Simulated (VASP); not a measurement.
All values below come from optB86b-vdW, VASP's PBE PAW potentials (set 64) (plane waves; VASP).

A VASP calculation is set up with these files.

### KPOINTS
```
Automatic mesh
0
Gamma
6 6 3
0 0 0
```

POSCAR:
```
SnSe2
1
    1.9165081878    -3.3194897697     0.0000000000
    1.9165081878     3.3194897697    -0.0000000000
    0.0000000000     0.0000000000     6.2366366453
Sn Se
1 2
Direct
  1.0000000000   0.0000000000   0.0000000000
  0.3333330000   0.6666670000   0.2525926707
  0.6666670000   0.3333330000   0.7474073293
```

### INCAR
```
GGA = MK
EDIFF = 1E-6   # SCF stop (eV)
ISIF = 3
LUSE_VDW = T
IBRION = 2   # conjugate gradients
PARAM2 = 1.0
NSW = 60   # most ionic steps
SYSTEM = SnSe2
LREAL = F   # projection in real space or not
EDIFFG = -0.02   # ionic stop
PREC = Accurate
LCHARG = F
LMAXMIX = 4
LASPH = T   # aspherical one-centre terms
LWAVE = F
NELM = 100
ENCUT = 520
SIGMA = 0.05   # width (eV)
PARAM1 = 0.1234
AGGAC = 0.0
ISMEAR = 0   # Gaussian
ALGO = Normal   # blocked Davidson
```

POTCAR, in this order: Sn_d Se (PBE.64 set). Program: vasp_std.

The run wrote:

File OUTCAR:
```
 ion  position               nearest neighbor table
   1  0.000  0.000  0.000-   2 2.72   3 2.72   3 2.72   2 2.72   3 2.72   2 2.72
   2  0.333  0.667  0.253-   1 2.72   1 2.72   1 2.72
   3  0.667  0.333  0.747-   1 2.72   1 2.72   1 2.72
  LATTYP: Found a hexagonal cell.
 ALAT       =     3.8330165621
 C/A-ratio  =     1.6270831457
 Subroutine PRICEL returns:
 Original cell was already a primitive cell.
 Subroutine GETGRP returns: Found 12 space group operations
The static configuration has the point symmetry D_3d.
The dynamic configuration has the point symmetry D_3d.
 Subroutine INISYM returns: Found 12 space group operations
 Subroutine IBZKPT returns following result:
 Found     17 irreducible k-points:

 Following reciprocal coordinates:
            Coordinates               Weight
  0.000000  0.000000  0.000000      1.000000
  0.166667 -0.000000  0.000000      6.000000
  0.333333  0.000000  0.000000      6.000000
  0.500000  0.000000  0.000000      3.000000
  0.166667  0.166667  0.000000      6.000000
  0.333333  0.166667  0.000000     12.000000
  0.333333  0.333333  0.000000      2.000000
  0.000000  0.000000  0.333333      2.000000
  0.166667 -0.000000  0.333333      6.000000
 -0.000000  0.166667  0.333333      6.000000
  0.333333  0.000000  0.333333      6.000000
  0.000000  0.333333  0.333333      6.000000
  0.500000  0.000000  0.333333      6.000000
  0.166667  0.166667  0.333333     12.000000
  0.333333  0.166667  0.333333     12.000000
 -0.166667  0.500000  0.333333     12.000000
  0.333333  0.333333  0.333333      4.000000
   k-points           NKPTS =     17   k-points in BZ     NKDIM =     17   number of bands    NBANDS=     17
   number of dos      NEDOS =    301   number of ions     NIONS =      3
   total plane-waves  NPLWV =  43200
   dimension x,y,z NGX =    30 NGY =   30 NGZ =   48
   dimension x,y,z NGXF=    60 NGYF=   60 NGZF=   96
   ions per type =               1   2
   PREC   = accura    normal or accurate (medium, high low for compatibility)
   ISTART =      0    job   : 0-new  1-cont  2-samecut
   ICHARG =      2    charge: 1-file 2-atom 10-const
   ISPIN  =      1    spin polarized calculation?
   LNONCOLLINEAR =      F non collinear calculations
   LSORBIT =      F    spin-orbit coupling
   INIWAV =      1    electr: 0-lowe 1-rand  2-diag
   ENCUT  =  520.0 eV  38.22 Ry    6.18 a.u.   7.13  7.13 11.60*2*pi/ulx,y,z
   NELM   =    100;   NELMIN=  2; NELMDL= -5     # of ELM steps
   EDIFF  = 0.1E-05   stopping-criterion for ELM
   LREAL  =      F    real-space projection
   NLSPLINE    = F    spline interpolate recip. space projectors
   LMAXMIX     =    4 max onsite mixed and CHGCAR
   VOSKOWN=      0    Vosko Wilk Nusair interpolation
   EDIFFG = -.2E-01   stopping-criterion for IOM
   NSW    =     60    number of steps for IOM
   NBLOCK =      1;   KBLOCK =     60    inner block; outer block
   IBRION =      2    ionic relax: 0-MD 1-quasi-New 2-CG
   NFREE  =      1    steps in history (QN), initial steepest desc. (CG)
   ISIF   =      3    stress and relaxation
   ISYM   =      2    0-nonsym 1-usesym 2-fastsym
   TEIN   =    0.0    initial temperature
   TEBEG  =    0.0;   TEEND  =   0.0 temperature during run
   SMASS  =  -3.00    Nose mass-parameter (am)
   PSTRESS=    0.0 pullay stress
   NELECT =      26.0000    total number of electrons
   EFERMI =   0.00;   METHOD = LEGACY
   ISMEAR =     0;   SIGMA  =   0.05  broadening in eV -4-tet -1-fermi 0-gaus
   IALGO  =     38    algorithm
   LDIAG  =      T    sub-space diagonalisation (order eigenvalues)
   IMIX   =      4    mixing-type and parameters
     AMIX     =   0.40;   BMIX     =  1.00
     AMIX_MAG =   1.60;   BMIX_MAG =  1.00
     AMIN     =   0.10
...
```

OSZICAR:
```
...
DAV:   6    -0.561991679546E+01    0.15060E-04   -0.36219E-05   668   0.640E-02    0.159E-02
DAV:   7    -0.561991564687E+01    0.11486E-05   -0.63655E-06   701   0.233E-02    0.478E-03
DAV:   8    -0.561991643570E+01   -0.78883E-06   -0.93871E-07   404   0.116E-02
   2 F= -.56199164E+01 E0= -.56199164E+01  d E =-.402756E-02
       N       E                     dE             d eps       ncg     rms          rms(c)
DAV:   1    -0.566501647061E+01   -0.45101E-01   -0.99704E-01   738   0.150E+01    0.112E+00
DAV:   2    -0.563426427382E+01    0.30752E-01   -0.59594E-02   732   0.416E+00    0.503E-01
DAV:   3    -0.562562520978E+01    0.86391E-02   -0.26350E-02   732   0.247E+00    0.101E-01
DAV:   4    -0.562546791443E+01    0.15730E-03   -0.10136E-03   599   0.336E-01    0.586E-02
DAV:   5    -0.562537315480E+01    0.94760E-04   -0.12438E-04   824   0.971E-02    0.149E-02
DAV:   6    -0.562537161370E+01    0.15411E-05   -0.71846E-06   659   0.255E-02    0.712E-03
DAV:   7    -0.562537183449E+01   -0.22079E-06   -0.10631E-06   352   0.976E-03
   3 F= -.56253718E+01 E0= -.56253718E+01  d E =-.948296E-02
       N       E                     dE             d eps       ncg     rms          rms(c)
DAV:   1    -0.562539457830E+01   -0.22965E-04   -0.66044E-04   739   0.394E-01    0.284E-02
DAV:   2    -0.562537426879E+01    0.20310E-04   -0.38534E-05   733   0.105E-01    0.129E-02
DAV:   3    -0.562536889456E+01    0.53742E-05   -0.17753E-05   723   0.638E-02    0.254E-03
DAV:   4    -0.562536901346E+01   -0.11890E-06   -0.60583E-07   301   0.878E-03
   4 F= -.56253690E+01 E0= -.56253690E+01  d E =-.948014E-02
       N       E                     dE             d eps       ncg     rms          rms(c)
DAV:   1    -0.562599649883E+01   -0.62760E-03   -0.20019E-02   681   0.162E+00    0.104E-01
DAV:   2    -0.562573474324E+01    0.26176E-03   -0.94800E-04   705   0.419E-01    0.502E-02
DAV:   3    -0.562565045022E+01    0.84293E-04   -0.24009E-04   746   0.230E-01    0.108E-02
DAV:   4    -0.562564948212E+01    0.96810E-06   -0.13046E-05   764   0.325E-02    0.637E-03
DAV:   5    -0.562564918098E+01    0.30114E-06   -0.63557E-07   339   0.842E-03
   5 F= -.56256492E+01 E0= -.56256492E+01  d E =-.280168E-03
       N       E                     dE             d eps       ncg     rms          rms(c)
DAV:   1    -0.562936416539E+01   -0.37147E-02   -0.18078E-01   679   0.487E+00    0.314E-01
DAV:   2    -0.562699712352E+01    0.23670E-02   -0.85859E-03   707   0.127E+00    0.151E-01
DAV:   3    -0.562623404615E+01    0.76308E-03   -0.21791E-03   746   0.694E-01    0.325E-02
DAV:   4    -0.562622099439E+01    0.13052E-04   -0.11722E-04   758   0.974E-02    0.193E-02
DAV:   5    -0.562621531616E+01    0.56782E-05   -0.67293E-06   713   0.249E-02    0.578E-03
DAV:   6    -0.562621539874E+01   -0.82587E-07   -0.11036E-06   327   0.120E-02
   6 F= -.56262154E+01 E0= -.56262154E+01  d E =-.846385E-03
       N       E                     dE             d eps       ncg     rms          rms(c)
DAV:   1    -0.563874645196E+01   -0.12531E-01   -0.72384E-01   679   0.971E+00    0.630E-01
DAV:   2    -0.562922191566E+01    0.95245E-02   -0.34524E-02   713   0.254E+00    0.302E-01
DAV:   3    -0.562616912542E+01    0.30528E-02   -0.87633E-03   744   0.140E+00    0.649E-02
DAV:   4    -0.562611438172E+01    0.54744E-04   -0.46840E-04   741   0.195E-01    0.391E-02
DAV:   5    -0.562608896374E+01    0.25418E-04   -0.27025E-05   737   0.486E-02    0.119E-02
DAV:   6    -0.562608835073E+01    0.61302E-06   -0.53506E-06   679   0.244E-02
   7 F= -.56260884E+01 E0= -.56260884E+01  d E =-.719337E-03
       N       E                     dE             d eps       ncg     rms          rms(c)
DAV:   1    -0.563018734412E+01   -0.40984E-02   -0.22017E-01   679   0.545E+00    0.346E-01
DAV:   2    -0.562734592783E+01    0.28414E-02   -0.10417E-02   704   0.139E+00    0.169E-01
DAV:   3    -0.562640425434E+01    0.94167E-03   -0.26156E-03   752   0.759E-01    0.360E-02
DAV:   4    -0.562638010565E+01    0.24149E-04   -0.14314E-04   749   0.108E-01    0.203E-02
DAV:   5    -0.562636924351E+01    0.10862E-04   -0.82680E-06   731   0.282E-02    0.608E-03
DAV:   6    -0.562636835198E+01    0.89153E-06   -0.12871E-06   350   0.129E-02
   8 F= -.56263684E+01 E0= -.56263684E+01  d E =-.999339E-03
       N       E                     dE             d eps       ncg     rms          rms(c)
DAV:   1    -0.562679824852E+01   -0.42901E-03   -0.19310E-02   581   0.100E+00    0.923E-02
DAV:   2    -0.562666365528E+01    0.13459E-03   -0.11134E-03   620   0.395E-01    0.513E-02
DAV:   3    -0.562658997756E+01    0.73678E-04   -0.14960E-04   703   0.154E-01    0.218E-02
DAV:   4    -0.562658266985E+01    0.73077E-05   -0.30107E-05   816   0.607E-02    0.633E-03
DAV:   5    -0.562658261577E+01    0.54078E-07   -0.37478E-06   470   0.157E-02
   9 F= -.56265826E+01 E0= -.56265826E+01  d E =-.214264E-03
       N       E                     dE             d eps       ncg     rms          rms(c)
DAV:   1    -0.562896439889E+01   -0.23817E-02   -0.17428E-01   581   0.300E+00    0.276E-01
DAV:   2    -0.562776702221E+01    0.11974E-02   -0.10118E-02   620   0.110E+00    0.153E-01
DAV:   3    -0.562710354611E+01    0.66348E-03   -0.12650E-03   703   0.443E-01    0.654E-02
DAV:   4    -0.562703525563E+01    0.68290E-04   -0.27138E-04   812   0.185E-01    0.189E-02
DAV:   5    -0.562703447962E+01    0.77601E-06   -0.31376E-05   782   0.466E-02    0.867E-03
DAV:   6    -0.562703441582E+01    0.63803E-07   -0.29983E-06   527   0.147E-02
  10 F= -.56270344E+01 E0= -.56270344E+01  d E =-.666064E-03
       N       E                     dE             d eps       ncg     rms          rms(c)
DAV:   1    -0.563484630651E+01   -0.78118E-02   -0.69893E-01   581   0.600E+00    0.554E-01
DAV:   2    -0.563003742756E+01    0.48089E-02   -0.40619E-02   620   0.201E+00    0.307E-01
DAV:   3    -0.562736758199E+01    0.26698E-02   -0.49098E-03   727   0.785E-01    0.130E-01
DAV:   4    -0.562708567035E+01    0.28191E-03   -0.92778E-04   860   0.361E-01    0.384E-02
DAV:   5    -0.562708027342E+01    0.53969E-05   -0.10155E-04   813   0.877E-02    0.179E-02
DAV:   6    -0.562707989944E+01    0.37398E-06   -0.11642E-05   671   0.277E-02    0.395E-03
DAV:   7    -0.562708020268E+01   -0.30324E-06   -0.11864E-06   331   0.993E-03
  11 F= -.56270802E+01 E0= -.56270802E+01  d E =-.711851E-03
       N       E                     dE             d eps       ncg     rms          rms(c)
DAV:   1    -0.562886916152E+01   -0.17893E-02   -0.15096E-01   581   0.282E+00    0.259E-01
DAV:   2    -0.562784736195E+01    0.10218E-02   -0.86536E-03   620   0.101E+00    0.144E-01
DAV:   3    -0.562727150696E+01    0.57585E-03   -0.10546E-03   717   0.398E-01    0.612E-02
DAV:   4    -0.562720441000E+01    0.67097E-04   -0.20002E-04   852   0.165E-01    0.167E-02
DAV:   5    -0.562720308142E+01    0.13286E-05   -0.24508E-05   884   0.413E-02    0.710E-03
DAV:   6    -0.562720309814E+01   -0.16716E-07   -0.20832E-06   419   0.118E-02
  12 F= -.56272031E+01 E0= -.56272031E+01  d E =-.834746E-03
       N       E                     dE             d eps       ncg     rms          rms(c)
DAV:   1    -0.563056622527E+01   -0.33631E-02   -0.98596E-02   715   0.405E+00    0.301E-01
DAV:   2    -0.562814611340E+01    0.24201E-02   -0.69877E-03   703   0.123E+00    0.157E-01
DAV:   3    -0.562733663017E+01    0.80948E-03   -0.22222E-03   711   0.700E-01    0.358E-02
DAV:   4    -0.562732170134E+01    0.14929E-04   -0.15481E-04   693   0.122E-01    0.198E-02
DAV:   5    -0.562731644421E+01    0.52571E-05   -0.14395E-05   784   0.437E-02    0.504E-03
DAV:   6    -0.562731677465E+01   -0.33044E-06   -0.20735E-06   437   0.160E-02
  13 F= -.56273168E+01 E0= -.56273168E+01  d E =-.113677E-03
```

### OUTCAR
```
------------------------ aborting loop because EDIFF is reached ----------------------------------------
  FORCE on cell =-STRESS in cart. coord.  units (eV):
  Direction    XX          YY          ZZ          XY          YZ          ZX
  --------------------------------------------------------------------------------------
  Total        0.0187729      0.0187729      0.0308261      0.0000000     -0.0000000     -0.0000000
  in kB        0.3781424      0.3781424      0.6209303      0.0000000     -0.0000000     -0.0000000
  external PRESSURE =       0.4590717 kB  Pullay stress =       0.0000000 kB
  volume of cell :       79.54
      direct lattice vectors                 reciprocal lattice vectors
     1.928409120 -3.340102792  0.000000000     0.259281080 -0.149695992  0.000000000
     1.928409120  3.340102792 -0.000000000     0.259281080  0.149695992 -0.000000000
     0.000000000  0.000000000  6.174445778    -0.000000000  0.000000000  0.161957856
 POSITION                                       TOTAL-FORCE (eV/Angst)
 -----------------------------------------------------------------------------------
      1.92841      3.34010     -0.00000         0.000000     -0.000000      0.000000
      1.92841      1.11337      1.59689        -0.000000      0.000000      0.006546
      1.92841     -1.11337      4.57755        -0.000000     -0.000000     -0.006546
 -----------------------------------------------------------------------------------
    total drift:                               -0.000000      0.000000      0.000000
  FREE ENERGIE OF THE ION-ELECTRON SYSTEM (eV)
  ---------------------------------------------------
  free  energy   TOTEN  =        -5.6273167747 eV

  energy  without entropy=       -5.6273167747  energy(sigma->0) =       -5.62731677

 reached required accuracy - stopping structural energy minimisation
```
(Selected blocks of OUTCAR.)

**CONTCAR**
```
SnSe2
   1.00000000000000
     1.9284091197485267   -3.3401027924937270    0.0000000000000000
     1.9284091197485267    3.3401027924937270   -0.0000000000000000
     0.0000000000000000    0.0000000000000003    6.1744457781556461
  Sn              Se
     1     2
Direct
     0.0000000000000000    1.0000000000000000    0.0000000000000000
     0.3333330000000032    0.6666669999999968    0.2586295721957217
     0.6666669999999968    0.3333330000000032    0.7413704278042783
```

File OUTCAR:
```
 val. band max:        3.7717737832   @ k =   0.1667  -0.0000   0.0000

 cond. band min:       4.3469617651   @ k =   0.5000   0.0000   0.3333


 Fermi energy:         4.0338917265

 k-point     1 :       0.0000    0.0000    0.0000
  band No.  band energies     occupation
      1     -17.4027      2.00000
      2     -17.4027      2.00000
      3     -17.3684      2.00000
      4     -17.3586      2.00000
      5     -17.3586      2.00000
      6      -9.8411      2.00000
      7      -8.2645      2.00000
      8      -2.4041      2.00000
      9       3.2501      2.00000
     10       3.2501      2.00000
     11       3.4768      2.00000
     12       3.4769      2.00000
     13       3.7337      2.00000
     14       4.5652      0.00000
     15       6.8362      0.00000
     16       8.3489      0.00000
     17       8.3489      0.00000

 k-point     2 :       0.1667   -0.0000    0.0000
  band No.  band energies     occupation
      1     -17.4124      2.00000
      2     -17.3944      2.00000
      3     -17.3656      2.00000
      4     -17.3606      2.00000
      5     -17.3576      2.00000
      6      -9.5868      2.00000
      7      -8.1141      2.00000
      8      -2.3610      2.00000
      9       1.2988      2.00000
     10       2.3062      2.00000
     11       2.4708      2.00000
     12       3.7473      2.00000
     13       3.7718      2.00000
     14       5.8259      0.00000
     15       7.4334      0.00000
     16       8.4236      0.00000
     17       8.7166      0.00000

 k-point     3 :       0.3333    0.0000    0.0000
  band No.  band energies     occupation
      1     -17.4352      2.00000
      2     -17.3842      2.00000
      3     -17.3750      2.00000
      4     -17.3489      2.00000
      5     -17.3458      2.00000
      6      -8.9163      2.00000
      7      -7.8533      2.00000
      8      -2.7206      2.00000
      9      -0.0341      2.00000
     10       1.0095      2.00000
     11       1.6862      2.00000
...
```

Unless said otherwise, spin-orbit coupling is left out, though it shifts the bands of the heavy elements here.

The compound is SnSe2 in the 1T layered structure. This run relaxes it. Symmetry was kept, so distortions that lower it aren't found. The start is the result of an earlier pass.
